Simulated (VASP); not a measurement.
Method: PBEsol GGA, VASP's PBE PAW potentials (set 64) (plane waves; VASP).

A VASP calculation is set up with these files.

File POSCAR:
```
RuAl
2.9746550
  1.0000000047   0.0000000000   0.0000000000
  0.0000000000   1.0000000047   0.0000000000
  0.0000000000   0.0000000000   1.0000000047
Ru Al
1 1
direct
  0.0000000000   0.0000000000   0.0000000000
  0.5000000000   0.5000000000   0.5000000000
```

**KPOINTS**
```
k-points along high-symmetry lines
15
Line-mode
Reciprocal
  0.000000   0.000000   0.000000 ! GAMMA
  0.000000   0.500000   0.000000 ! X

  0.000000   0.500000   0.000000 ! X
  0.500000   0.500000   0.000000 ! M

  0.500000   0.500000   0.000000 ! M
  0.000000   0.000000   0.000000 ! GAMMA

  0.000000   0.000000   0.000000 ! GAMMA
  0.500000   0.500000   0.500000 ! R

  0.500000   0.500000   0.500000 ! R
  0.000000   0.500000   0.000000 ! X

  0.500000   0.500000   0.500000 ! R
  0.500000   0.500000   0.000000 ! M
```

### INCAR
```
# general
SYSTEM =RuAl
PREC   =Accurate
ENCUT  =400   # plane-wave cut-off (eV)
LREAL  =.False.
LASPH  =.True.   # aspherical one-centre terms
ICHARG =11   # fixed density

# electronic loop
EDIFF  =1E-7   # SCF stop (eV)
NELM   =100
ALGO   =Normal   # blocked Davidson
LMAXMIX=4   # l cut-off of mixed one-centre charges

# smearing
ISMEAR =0   # Gaussian
SIGMA  =0.05

# functional
GGA    =PS   # PBEsol

# output
LWAVE  =.False.
LCHARG =.False.
LORBIT =11   # lm-projected
```

POTCAR, in this order: Ru_pv Al (PBE.64 set). Program: vasp_std. Read from the step before: CHGCAR.

Output of the run:

File OUTCAR:
```
 ion  position               nearest neighbor table
   1  0.000  0.000  0.000-   2 2.58   2 2.58   2 2.58   2 2.58   2 2.58   2 2.58   2 2.58   2 2.58
  LATTYP: Found a simple cubic cell.
 ALAT       =     2.9746550139
 Subroutine PRICEL returns:
 Original cell was already a primitive cell.
 Subroutine GETGRP returns: Found 48 space group operations
The static configuration has the point symmetry O_h .
The dynamic configuration has the point symmetry O_h .
 Subroutine INISYM returns: Found 48 space group operations
   k-points           NKPTS =     90   k-points in BZ     NKDIM =     90   number of bands    NBANDS=     12
   number of dos      NEDOS =    301   number of ions     NIONS =      2
   total plane-waves  NPLWV =   8000
   dimension x,y,z NGX =    20 NGY =   20 NGZ =   20
   dimension x,y,z NGXF=    40 NGYF=   40 NGZF=   40
   ions per type =               1   1
   PREC   = accura    normal or accurate (medium, high low for compatibility)
   ISTART =      0    job   : 0-new  1-cont  2-samecut
   ICHARG =     11    charge: 1-file 2-atom 10-const
   ISPIN  =      1    spin polarized calculation?
   LNONCOLLINEAR =      F non collinear calculations
   LSORBIT =      F    spin-orbit coupling
   INIWAV =      1    electr: 0-lowe 1-rand  2-diag
   ENCUT  =  400.0 eV  29.40 Ry    5.42 a.u.   4.85  4.85  4.85*2*pi/ulx,y,z
   NELM   =    100;   NELMIN=  2; NELMDL= -5     # of ELM steps
   EDIFF  = 0.1E-06   stopping-criterion for ELM
   LREAL  =      F    real-space projection
   NLSPLINE    = F    spline interpolate recip. space projectors
   LMAXMIX     =    4 max onsite mixed and CHGCAR
   VOSKOWN=      0    Vosko Wilk Nusair interpolation
   EDIFFG = 0.1E-05   stopping-criterion for IOM
   NSW    =      0    number of steps for IOM
   NBLOCK =      1;   KBLOCK =      1    inner block; outer block
   IBRION =     -1    ionic relax: 0-MD 1-quasi-New 2-CG
   NFREE  =      0    steps in history (QN), initial steepest desc. (CG)
   ISIF   =      2    stress and relaxation
   ISYM   =      2    0-nonsym 1-usesym 2-fastsym
   TEIN   =    0.0    initial temperature
   TEBEG  =    0.0;   TEEND  =   0.0 temperature during run
   SMASS  =  -3.00    Nose mass-parameter (am)
...
```

### OSZICAR
```
       N       E                     dE             d eps       ncg     rms          rms(c)
DAV:   1     0.878673865959E+02    0.87867E+02   -0.84704E+03  2352   0.108E+03
DAV:   2    -0.130774010914E+02   -0.10094E+03   -0.95878E+02  2356   0.300E+02
DAV:   3    -0.147491653565E+02   -0.16718E+01   -0.16565E+01  2548   0.398E+01
DAV:   4    -0.147676875981E+02   -0.18522E-01   -0.18509E-01  2684   0.399E+00
DAV:   5    -0.147681059300E+02   -0.41833E-03   -0.41831E-03  2776   0.463E-01
DAV:   6    -0.147681201102E+02   -0.14180E-04   -0.14180E-04  2860   0.554E-02
DAV:   7    -0.147681202686E+02   -0.15839E-06   -0.15828E-06  2572   0.533E-03
DAV:   8    -0.147681202707E+02   -0.20652E-08   -0.20560E-08  1636   0.610E-04
   1 F= -.14768120E+02 E0= -.14767582E+02  d E =-.107654E-02
```

**OUTCAR**
```
 val. band max:       11.6849536571   @ k =   0.3929   0.5000   0.3929

 cond. band min:      11.8194355747   @ k =   0.4286   0.4286   0.4286



 k-point     1 :       0.0000    0.0000    0.0000
  band No.  band energies     occupation
      1     -30.8750      2.00000
      2     -30.8750      2.00000
      3     -30.8750      2.00000
      4       1.0545      2.00000
      5       7.1554      2.00000
      6       7.1554      2.00000
      7      11.0360      2.00000
      8      11.0360      2.00000
      9      11.0360      2.00000
     10      16.9940      0.00000
     11      16.9940      0.00000
     12      16.9940      0.00000

 k-point     2 :       0.0000    0.0357    0.0000
  band No.  band energies     occupation
      1     -30.8778      2.00000
      2     -30.8747      2.00000
      3     -30.8747      2.00000
      4       1.0795      2.00000
      5       7.1643      2.00000
      6       7.1650      2.00000
      7      11.0031      2.00000
      8      11.0031      2.00000
      9      11.0391      2.00000
     10      16.8622      0.00000
     11      17.0455      0.00000
     12      17.0455      0.00000

 k-point     3 :       0.0000    0.0714    0.0000
  band No.  band energies     occupation
      1     -30.8865      2.00000
      2     -30.8741      2.00000
      3     -30.8741      2.00000
      4       1.1543      2.00000
      5       7.1907      2.00000
      6       7.1920      2.00000
      7      10.9087      2.00000
      8      10.9087      2.00000
      9      11.0485      2.00000
     10      16.5096      0.00000
     11      17.1956      0.00000
     12      17.1956      0.00000

 k-point     4 :       0.0000    0.1071    0.0000
  band No.  band energies     occupation
      1     -30.9000      2.00000
      2     -30.8729      2.00000
      3     -30.8729      2.00000
      4       1.2779      2.00000
      5       7.2314      2.00000
      6       7.2338      2.00000
      7      10.7643      2.00000
...
```

The density is held fixed in this step, so its total energy and stress have no physical meaning.

The structure was generated: RuAl was put into the CsCl type type (Pm-3m), which need not be its known phase. It was relaxed first, which changed the volume by -37 %. The electron count is odd and the run is not spin-polarised, which forces a metal.
